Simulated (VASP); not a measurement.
An input for Ansatz (written as the equivalent of a VASP run, and not itself run):

Ansatz 0.2 input:
```yaml
crystal:
  lattice:
    - [0.0000000, 2.7258100, 2.7258100]
    - [2.7258100, 0.0000000, 2.7258100]
    - [2.7258100, 2.7258100, 0.0000000]
  atoms:
    - { symbol: Ga, position: [0.0000000, 0.0000000, 0.0000000] }
    - { symbol: P, position: [0.2500000, 0.2500000, 0.2500000] }
kpoints:
  mp_grid: { grid: [10, 10, 10] }
hamiltonian:
  xc: pbe
  pseudopotentials: { kind: paw }
scf:
  occupations: { method: gaussian, width: 0.01 }
  max_iter: 100
output: { forces: true, stress: true, eigenvalues: true }
```

Q: Translate this input to VASP (INCAR, KPOINTS, POSCAR, choice of POTCAR).

A: This is not unique; one that fits is 
File POSCAR:
```
GaP
1
    0.0000000000     2.7258100000     2.7258100000
    2.7258100000     0.0000000000     2.7258100000
    2.7258100000     2.7258100000     0.0000000000
Ga P
1 1
Direct
  0.0000000000   0.0000000000   0.0000000000
  0.2500000000   0.2500000000   0.2500000000
```

### INCAR
```
SYSTEM  =  GaP
PREC  =  Accurate; ENCUT  =  300; LREAL  =  .FALSE.
LASPH  =  .TRUE.
EDIFF  =  1E-6; NELM  =  100; ALGO  =  Normal
LMAXMIX  =  4
ISMEAR  =  0; SIGMA  =  0.01
GGA  =  PE
ISIF  =  2
LWAVE  =  .FALSE.; LCHARG  =  .FALSE.
```

### KPOINTS
```
Automatic mesh
0
Gamma
10 10 10
0 0 0
```

POTCAR, in this order: Ga_d P (PBE.64 set). Program: vasp_std.

What does not carry over: each code has its own PAW files, so the cut-off isn't converted (ENCUT is set for VASP's; basis.ecutwfc is left out, and Ansatz then takes the one that its files recommend); Ansatz stops its SCF on the density residual and VASP on the energy change (EDIFF).

The structure comes from a computed database's GaP entry; how it stands against other phases isn't given here. The cell was not relaxed at this level.
